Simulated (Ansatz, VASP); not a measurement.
# ZrB2 in two plane-wave programs, part 2 of 2

Aim: how closely do two programs agree when they are given the same cell, functional and k mesh? The cell is taken from a series of runs on this material, whose earlier steps may have relaxed, scaled, displaced or heated it; both programs get it as it stands.

VASP 6.6.1 and Ansatz 0.2.0.

So far: The starting structure; Ansatz: zone-centre phonons, PBE with D3(BJ).

## (3) VASP: zone-centre phonons, PBE with D3(BJ)

Level of this step: PBE with D3(BJ); plane waves and PAW (Zr_sv, B) (VASP).

The same cell, functional, mesh and smearing now go to VASP, with its own data sets.

Lines of VASP's logs that name or quote its potential files are left out, and so is its time.

File INCAR:

```
SYSTEM = ZrB2
PREC = Accurate
ENCUT = 500
EDIFF = 1E-08
NELM = 120
ISMEAR = 1
SIGMA = 0.2
LREAL = .FALSE.
ALGO = Normal
GGA = PE
IVDW = 12
NBANDS = 15
LASPH = .TRUE.
LORBIT = 11
LWAVE = .FALSE.
LCHARG = .FALSE.
ISIF = 2
IBRION = 6
NFREE = 2
POTIM = 0.015
NSW = 1
GGA_COMPAT = .FALSE.
KPAR = 2
```

File POSCAR:

```
ZrB2
1.0
    3.1451129915      0.0000000000      0.0000000000
   -1.5725564958      2.7237477484      0.0000000000
    0.0000000000      0.0000000000      3.5087968379
Zr B
1 2
Direct
    0.0000000000      0.0000000000      0.0000000000
    0.3333333333      0.6666666667      0.5000000000
    0.6666666667      0.3333333333      0.5000000000
```

File KPOINTS:

```
Automatic mesh
0
Gamma
18 18 14
0 0 0
```

The projector-augmented-wave data sets are Zr_sv and B (PBE family, release 64).

Started as:

```sh
$ mpirun -np 2 vasp_std
```

Numbers of over 12 decimals in the logs are rounded to 6 here.

Output:

```text
[banner, memory and clock lines left out]
running    2 mpi-ranks, on    1 nodes
 distrk:  each k-point on    1 cores,    2 groups
 distr:  one band on    1 cores,    1 groups

 POSCAR found type information on POSCAR ZrB
 POSCAR found :  2 types and       3 ions
 LDA part: xc-table for (Slater+PW92), standard interpolation
 POSCAR, INCAR and KPOINTS ok, starting setup
 FFT: planning ... GRIDC
 FFT: planning ... GRID_SOFT
 FFT: planning ... GRID
 WAVECAR not read
 entering main loop
       N       E                     dE             d eps       ncg     rms          rms(c)
DAV:   1     0.102273470805E+03    0.10227E+03   -0.95801E+03  8880   0.116E+03
DAV:   2    -0.234099507868E+02   -0.12568E+03   -0.12108E+03 11337   0.301E+02
DAV:   3    -0.276200168326E+02   -0.42101E+01   -0.41910E+01 14342   0.476E+01
DAV:   4    -0.276777892790E+02   -0.57772E-01   -0.57761E-01 10317   0.523E+00
DAV:   5    -0.276792625894E+02   -0.14733E-02   -0.14733E-02 13733   0.540E-01    0.226E+01
DAV:   6    -0.250010705918E+02    0.26782E+01   -0.63058E+00 11086   0.175E+01    0.919E+00
DAV:   7    -0.249611475681E+02    0.39923E-01   -0.73384E-01 13041   0.544E+00    0.330E+00
DAV:   8    -0.249646356534E+02   -0.34881E-02   -0.10253E-01 10794   0.276E+00    0.523E-01
DAV:   9    -0.249604367146E+02    0.41989E-02   -0.21306E-02 11322   0.114E+00    0.197E-01
DAV:  10    -0.249601837037E+02    0.25301E-03   -0.13188E-03 10500   0.346E-01    0.428E-02
DAV:  11    -0.249601905416E+02   -0.68378E-05   -0.67131E-05 12458   0.781E-02    0.120E-02
DAV:  12    -0.249601888873E+02    0.16543E-05   -0.34216E-06 11375   0.131E-02    0.448E-03
DAV:  13    -0.249601889097E+02   -0.22477E-07   -0.36187E-07 12820   0.531E-03    0.205E-03
DAV:  14    -0.249601888475E+02    0.62299E-07   -0.22883E-08  8941   0.167E-03    0.396E-04
DAV:  15    -0.249601888244E+02    0.23045E-07   -0.59873E-09  5385   0.659E-04    0.758E-05
DAV:  16    -0.249601888202E+02    0.41791E-08   -0.12815E-09  4902   0.280E-04
   1 F= -.26157462E+02 E0= -.26157271E+02  d E =-.570154E-03
[... from here on, the cycles between the ionic steps are left out ...]
   2 F= -.26155899E+02 E0= -.26155709E+02  d E =-.570148E-03
   3 F= -.26155899E+02 E0= -.26155709E+02  d E =-.570152E-03
   4 F= -.26155717E+02 E0= -.26155528E+02  d E =-.567320E-03
   5 F= -.26155717E+02 E0= -.26155528E+02  d E =-.567317E-03
   6 F= -.26155660E+02 E0= -.26155482E+02  d E =-.535207E-03
   7 F= -.26155660E+02 E0= -.26155482E+02  d E =-.535233E-03
   8 F= -.26156311E+02 E0= -.26156126E+02  d E =-.556386E-03
 Finite differences progress:
  Degree of freedom:   4/  4
  Displacement:        1/  2
  Total:               7/  8
 bond charge predicted
       N       E                     dE             d eps       ncg     rms          rms(c)
DAV:   1    -0.249605107196E+02   -0.14736E-02   -0.63490E-01 13768   0.449E+00    0.177E-01
DAV:   2    -0.249593489218E+02    0.11618E-02   -0.55587E-03 18017   0.539E-01    0.860E-02
DAV:   3    -0.249590359187E+02    0.31300E-03   -0.80974E-04 17954   0.181E-01    0.193E-02
DAV:   4    -0.249590366504E+02   -0.73167E-06   -0.78934E-05 16869   0.701E-02    0.709E-03
DAV:   5    -0.249590370904E+02   -0.43996E-06   -0.12859E-06 18325   0.897E-03    0.301E-03
DAV:   6    -0.249590371394E+02   -0.49033E-07   -0.12799E-07 16827   0.338E-03    0.299E-04
DAV:   7    -0.249590371392E+02    0.15871E-09   -0.39394E-09 11035   0.640E-04
   9 F= -.26156311E+02 E0= -.26156126E+02  d E =-.556388E-03
 Finite differences progress:
  Degree of freedom:   4/  4
  Displacement:        2/  2
  Total:               8/  8
```

Parts of OUTCAR (step 3):

```text
ion  position               nearest neighbor table
   1  0.000  0.000  0.000-   2 2.52   3 2.52   2 2.52   3 2.52   3 2.52   3 2.52   2 2.52   2 2.52
                             3 2.52   3 2.52   2 2.52   2 2.52
   2  0.333  0.667  0.500-   3 1.82   3 1.82   3 1.82   1 2.52   1 2.52   1 2.52   1 2.52   1 2.52
                             1 2.52
   3  0.667  0.333  0.500-   2 1.82   2 1.82   2 1.82   1 2.52   1 2.52   1 2.52   1 2.52   1 2.52
                             1 2.52

  LATTYP: Found a hexagonal cell.
 ALAT       =     3.1451129915
 C/A-ratio  =     1.1156345884

 Subroutine GETGRP returns: Found 24 space group operations
 (whereof 24 operations were pure point group operations)

The static configuration has the point symmetry D_6h.

 Found    296 irreducible k-points:

   k-points           NKPTS =    296   k-points in BZ     NKDIM =    296   number of bands    NBANDS=     15

   dimension x,y,z NGX =    24 NGY =   24 NGZ =   28
   dimension x,y,z NGXF=    48 NGYF=   48 NGZF=   56

   ENCUT  =  500.0 eV  36.75 Ry    6.06 a.u.   5.73  5.73  6.40*2*pi/ulx,y,z

   NELECT =      18.0000    total number of electrons

 k-points in reciprocal lattice and weights: Automatic mesh
   0.00000000  0.00000000  0.00000000       0.000
   0.05555556 -0.00000000  0.00000000       0.001
   0.11111111 -0.00000000  0.00000000       0.001
   0.16666667  0.00000000  0.00000000       0.001
   0.22222222  0.00000000  0.00000000       0.001
   0.27777778  0.00000000  0.00000000       0.001
   0.33333333  0.00000000  0.00000000       0.001
   0.38888889  0.00000000  0.00000000       0.001
   0.44444444  0.00000000  0.00000000       0.001
[...]
0.33333333  0.27777778  0.50000000       0.003
   0.33333333  0.33333333  0.50000000       0.000

 Edisp (eV)   -1.19727

 average (electrostatic) potential at core
       1 -72.4712       2 -21.7258       3 -21.7257

 E-fermi :  10.8450

 k-point     1 :       0.0000    0.0000    0.0000
  band No.  band energies     occupation
    ...
      5      -2.0596      2.00000
      6       8.1091      2.00000
      7       8.1091      2.00000
      8       8.1358      2.00000
      9       8.4394      2.00000
     10      14.2833     -0.00000
     11      14.2833     -0.00000
     12      15.0636      0.00000
     13      15.0636      0.00000
     14      15.8035      0.00000
    ...

 k-point     2 :       0.0556   -0.0000    0.0000
  band No.  band energies     occupation
    ...
      5      -1.9959      2.00000
      6       7.9201      2.00000
      7       8.1124      2.00000
      8       8.1944      2.00000
      9       8.3694      2.00000
     10      14.2416     -0.00000
     11      14.3888     -0.00000
     12      14.5960     -0.00000
     13      14.7493     -0.00000
     14      16.0914      0.00000
    ...

 k-point     3 :       0.1111   -0.0000    0.0000
  band No.  band energies     occupation
    ...
      5      -1.8086      2.00000
      6       7.4192      2.00000
      7       8.1146      2.00000
      8       8.1530      2.00000
      9       8.3822      2.00000
     10      13.8671     -0.00000
     11      14.1246     -0.00000
     12      14.3737     -0.00000
     13      14.6500     -0.00000
     14      16.8001      0.00000
    ...

 Edisp (eV)   -1.19727

  Total       0.03221     0.03221     0.03877    -0.00000     0.00000     0.00000
  in kB       1.71688     1.71688     2.06634    -0.00000     0.00000     0.00000
  external pressure =        1.83 kB  Pullay stress =        0.00 kB

  energy-cutoff  :      500.00
  volume of cell :       30.06
      direct lattice vectors                 reciprocal lattice vectors
     3.145112992  0.000000000  0.000000000     0.317953601  0.183570597  0.000000000
    -1.572556496  2.723747748  0.000000000     0.000000000  0.367141194  0.000000000
     0.000000000  0.000000000  3.508796838     0.000000000  0.000000000  0.284997977

 POSITION                                       TOTAL-FORCE (eV/Angst)
 -----------------------------------------------------------------------------------
      0.00000      0.00000      0.00000         0.000000     -0.000000     -0.116246
     -0.00000      1.81583      1.73940        -0.000000      0.000000      0.153380
      1.57256      0.90792      1.75440         0.000000     -0.000000     -0.037133
 -----------------------------------------------------------------------------------
    total drift:                                0.000000     -0.000000     -0.000008

  FREE ENERGIE OF THE ION-ELECTRON SYSTEM (eV)
  ---------------------------------------------------
  free  energy   TOTEN  =       -26.1563112072 eV

  energy  without entropy=      -26.1557548196  energy(sigma->0) =      -26.15612574

 Eigenvectors and eigenvalues of the dynamical matrix
 ----------------------------------------------------

   1 f  =   23.814937 THz   149.633660 2PiTHz  794.380778 cm-1    98.490620 meV
             X         Y         Z           dx          dy          dz
      0.000000  0.000000  0.000000    -0.000000    0.000000   -0.000000
     -0.000000  1.815832  1.754398     0.553086   -0.440564    0.000000
      1.572556  0.907916  1.754398    -0.553086    0.440564    0.000000

   2 f  =   23.814937 THz   149.633660 2PiTHz  794.380778 cm-1    98.490620 meV
             X         Y         Z           dx          dy          dz
      0.000000  0.000000  0.000000     0.000000   -0.000000    0.000000
     -0.000000  1.815832  1.754398    -0.440564   -0.553086   -0.000000
      1.572556  0.907916  1.754398     0.440564    0.553086    0.000000

   3 f  =   16.944126 THz   106.463085 2PiTHz  565.195215 cm-1    70.075244 meV
             X         Y         Z           dx          dy          dz
      0.000000  0.000000  0.000000    -0.000000   -0.000000    0.000000
     -0.000000  1.815832  1.754398     0.000000    0.000000   -0.707107
      1.572556  0.907916  1.754398     0.000000    0.000000    0.707107

   4 f  =   14.724033 THz    92.513827 2PiTHz  491.140872 cm-1    60.893680 meV
             X         Y         Z           dx          dy          dz
      0.000000  0.000000  0.000000    -0.000000   -0.000000    0.437831
     -0.000000  1.815832  1.754398     0.000000    0.000000   -0.635729
      1.572556  0.907916  1.754398     0.000000    0.000000   -0.635729

   5 f  =   13.935671 THz    87.560401 2PiTHz  464.843934 cm-1    57.633277 meV
             X         Y         Z           dx          dy          dz
      0.000000  0.000000  0.000000     0.342419   -0.272746    0.000000
     -0.000000  1.815832  1.754398    -0.497279    0.396097   -0.000000
      1.572556  0.907916  1.754398    -0.497279    0.396097   -0.000000

   6 f  =   13.935671 THz    87.560401 2PiTHz  464.843934 cm-1    57.633277 meV
             X         Y         Z           dx          dy          dz
      0.000000  0.000000  0.000000     0.272746    0.342419    0.000000
     -0.000000  1.815832  1.754398    -0.396097   -0.497279   -0.000000
      1.572556  0.907916  1.754398    -0.396097   -0.497279   -0.000000

   7 f/i=    0.000613 THz     0.003851 2PiTHz    0.020446 cm-1     0.002535 meV
             X         Y         Z           dx          dy          dz
      0.000000  0.000000  0.000000     0.422706   -0.793523    0.000000
     -0.000000  1.815832  1.754398     0.145534   -0.273204    0.000000
      1.572556  0.907916  1.754398     0.145534   -0.273204    0.000000

   8 f/i=    0.000613 THz     0.003851 2PiTHz    0.020446 cm-1     0.002535 meV
             X         Y         Z           dx          dy          dz
      0.000000  0.000000  0.000000    -0.793523   -0.422706   -0.000000
     -0.000000  1.815832  1.754398    -0.273204   -0.145534   -0.000000
      1.572556  0.907916  1.754398    -0.273204   -0.145534   -0.000000

   9 f/i=    0.001683 THz     0.010574 2PiTHz    0.056138 cm-1     0.006960 meV
             X         Y         Z           dx          dy          dz
      0.000000  0.000000  0.000000    -0.000000    0.000000    0.899057
     -0.000000  1.815832  1.754398    -0.000000    0.000000    0.309593
      1.572556  0.907916  1.754398    -0.000000    0.000000    0.309593

 ELASTIC MODULI CONTR FROM IONIC RELAXATION (kBar)
 Direction    XX          YY          ZZ          XY          YZ          ZX
 --------------------------------------------------------------------------------
 XX          -7.2209      7.2209      0.0000      0.0000      0.0000      0.0000
 YY           7.2209     -7.2209      0.0000      0.0000      0.0000      0.0000
 ZZ           0.0000      0.0000     -0.0000     -0.0000      0.0000      0.0000
 XY           0.0000      0.0000     -0.0000     -7.2209      0.0000      0.0000
 YZ           0.0000      0.0000      0.0000      0.0000      0.0000      0.0000
 ZX           0.0000      0.0000      0.0000      0.0000      0.0000      0.0000
 --------------------------------------------------------------------------------

 total charge
# of ion       s       p       d       tot
------------------------------------------
    1        2.172   6.036   1.802  10.010
    2        0.671   1.262   0.000   1.933
    3        0.671   1.262   0.000   1.933
--------------------------------------------------
tot          3.514   8.560   1.802  13.875

[... 3 further parts left out ...]
```

CONTCAR:

```
ZrB2
   1.00000000000000
     3.1451129915000000    0.0000000000000000    0.0000000000000000
    -1.5725564958000000    2.7237477484000001    0.0000000000000000
     0.0000000000000000    0.0000000000000000    3.5087968378999999
  Zr              B
     1     2
Direct
     0.0000000000000000    0.0000000000000000    0.0000000000000000
     0.3333333332999971    0.6666666667000030    0.4957250303471609
     0.6666666667000030    0.3333333332999970    0.5000000000000000
```

Levels, forces or a CONTCAR printed for this step are those of its last displaced cell, not of the structure at rest.

## (4) Side by side

Known differences besides the potentials themselves: the cutoff is 420 eV in Ansatz and 500 eV in VASP; Ansatz takes the dispersion share of the force constants at frozen C6 weights, VASP differentiates the full forces; VASP uses finite displacements, Ansatz perturbation theory. Total energies have different zeros and are not compared.

The two programs side by side:

| quantity | Ansatz | VASP | difference |
| --- | --- | --- | --- |
| optical mode 1 to 2 (cm⁻¹) | 464.5 | 464.8 | -0.08 % |
| optical mode 3 (cm⁻¹) | 490.1 | 491.1 | -0.22 % |
| optical mode 4 (cm⁻¹) | 564.8 | 565.2 | -0.08 % |
| optical mode 5 to 6 (cm⁻¹) | 792.7 | 794.4 | -0.22 % |

Modes are paired by rising frequency, not by their patterns, so a pair may set unlike modes beside each other; they are those without the splitting of longitudinal modes.

## (5) What came out

| Quantity | Value |
| --- | --- |
| r.m.s. difference of the optical zone-centre modes, each program's sorted by frequency (zone-centre phonons, PBE with D3(BJ)) | 1.1 cm⁻¹ |

In words: The r.m.s. difference of the optical zone-centre modes, each program's sorted by frequency is 1.1 cm⁻¹ (zone-centre phonons, PBE with D3(BJ)). Such differences can come from data sets, numerical settings and the points named under the comparisons, not from the functional's error against experiment.

[Lines on the potential files, build, host, timing and source positions are cut from VASP's logs without a mark.]

[Logs are printed without paths, hosts, clocks, repeated set-up lines and the standing remarks that a program may print on its own settings, such as how far it seeks lower states.]

[Hosts, paths, dates, database ids (printed as entryN), source tags and the programs' standing remarks are cut or masked in the printed files.]
